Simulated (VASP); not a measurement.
Given:

```
CELL_PARAMETERS angstrom
      0.00000     2.80925     2.80925
      2.80925     0.00000     2.80925
      2.80925     2.80925     0.00000
ATOMIC_POSITIONS crystal
  Ge 0.00000 0.00000 0.00000
  Ge 0.25000 0.25000 0.25000
```

Level of theory: AM05 GGA, VASP's PBE PAW potentials (set 64) (plane waves; VASP 6.6.1). Numerical set-up: 520 eV cut-off, 11×11×11 Γ-centred mesh, first-order Methfessel-Paxton smearing of 0.10 eV, potentials Ge_d.

Q: Give the stress tensor in GPa (positive for a compressed cell).

A: 
```
2.23  0.00  0.00
0.00  2.23  0.00
0.00  0.00  2.23
```
The pressure is its mean diagonal, 2.23 GPa.

The compound is Ge in the diamond structure. This cell is one point of a volume scan, at 0.97 of the reference volume.
